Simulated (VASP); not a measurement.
Computed with r2SCAN meta-GGA, VASP's PBE PAW potentials (set 64) (plane waves; VASP).

Input for VASP

**POSCAR**
```
MgO
1
    0.0000000000     2.0973999269     2.0973999269
    2.0973999269     0.0000000000     2.0973999269
    2.0973999269     2.0973999269     0.0000000000
Mg O
1 1
Direct
  0.0000000000   0.0000000000   0.0000000000
  0.5000000000   0.5000000000   0.5000000000
```

INCAR:
```
ALGO=Normal
EDIFF=1E-7
ENCUT=520
ISIF=2
ISMEAR=0
LASPH=.TRUE.
LCHARG=.FALSE.
LMIXTAU=.TRUE.
LREAL=.FALSE.
LWAVE=.FALSE.
METAGGA=R2SCAN
NELM=100
PREC=Accurate
SIGMA=0.05
SYSTEM=MgO
```

### KPOINTS
```
Automatic mesh
0
Gamma
  11 11 11
```

POTCAR, in this order: Mg O (PBE.64 set). Program: vasp_std.

The resulting files:

**OSZICAR**
```
       N       E                     dE             d eps       ncg     rms          rms(c)
DAV:   1     0.668388632076E+01    0.66839E+01   -0.50939E+03  1056   0.917E+02
DAV:   2    -0.194912569082E+02   -0.26175E+02   -0.25151E+02  1120   0.147E+02
DAV:   3    -0.198387642195E+02   -0.34751E+00   -0.34751E+00  1152   0.185E+01
DAV:   4    -0.198392561695E+02   -0.49195E-03   -0.49195E-03  1224   0.657E-01
DAV:   5    -0.198392564332E+02   -0.26367E-06   -0.26367E-06  1152   0.126E-02    0.683E+00
DAV:   6    -0.159463033800E+02    0.38930E+01   -0.49269E+00   896   0.156E+01    0.201E+00
DAV:   7    -0.163224026804E+02   -0.37610E+00   -0.13034E+00   912   0.964E+00    0.194E+00
DAV:   8    -0.160342118664E+02    0.28819E+00   -0.19979E+00   896   0.123E+01    0.195E+00
DAV:   9    -0.160933087926E+02   -0.59097E-01   -0.64638E-01   896   0.664E+00    0.438E-01
DAV:  10    -0.161608485055E+02   -0.67540E-01   -0.46267E-02   912   0.220E+00    0.150E-01
DAV:  11    -0.161611325953E+02   -0.28409E-03   -0.42872E-04  1216   0.208E-01    0.109E-01
DAV:  12    -0.161612472716E+02   -0.11468E-03   -0.51098E-04   968   0.220E-01    0.564E-02
DAV:  13    -0.161612748007E+02   -0.27529E-04   -0.55771E-04   944   0.258E-01    0.445E-03
DAV:  14    -0.161613670755E+02   -0.92275E-04   -0.28027E-05   928   0.860E-02    0.264E-03
DAV:  15    -0.161613561380E+02    0.10937E-04   -0.12447E-06  1136   0.131E-02    0.384E-03
DAV:  16    -0.161613643659E+02   -0.82279E-05   -0.12204E-06   984   0.956E-03    0.669E-04
DAV:  17    -0.161613628169E+02    0.15491E-05   -0.97593E-08   928   0.514E-03    0.220E-04
DAV:  18    -0.161613637776E+02   -0.96075E-06   -0.30321E-09   504   0.698E-04    0.855E-05
DAV:  19    -0.161613634617E+02    0.31586E-06   -0.13522E-09   504   0.411E-04    0.197E-05
DAV:  20    -0.161613638307E+02   -0.36895E-06   -0.41889E-10   488   0.247E-04    0.100E-05
DAV:  21    -0.161613638183E+02    0.12425E-07   -0.13983E-11   512   0.564E-05
   1 F= -.16161364E+02 E0= -.16161364E+02  d E =-.953984E-17
```

**OUTCAR**
```
------------------------ aborting loop because EDIFF is reached ----------------------------------------
  FORCE on cell =-STRESS in cart. coord.  units (eV):
  Direction    XX          YY          ZZ          XY          YZ          ZX
  --------------------------------------------------------------------------------------
  Total        0.0011606      0.0011606      0.0011606     -0.0000000     -0.0000000      0.0000000
  in kB        0.1007632      0.1007632      0.1007632     -0.0000000     -0.0000000      0.0000000
  external PRESSURE =       0.1007632 kB  Pullay stress =       0.0000000 kB
  volume of cell :       18.45
      direct lattice vectors                 reciprocal lattice vectors
     0.000000000  2.097399927  2.097399927    -0.238390396  0.238390396  0.238390396
     2.097399927  0.000000000  2.097399927     0.238390396 -0.238390396  0.238390396
     2.097399927  2.097399927  0.000000000     0.238390396  0.238390396 -0.238390396
  FREE ENERGIE OF THE ION-ELECTRON SYSTEM (eV)
  ---------------------------------------------------
  free  energy   TOTEN  =       -16.1613638183 eV

  energy  without entropy=      -16.1613638183  energy(sigma->0) =      -16.16136382
```
(Selected blocks of OUTCAR.)

The compound is MgO in the rock salt structure. It was relaxed first.
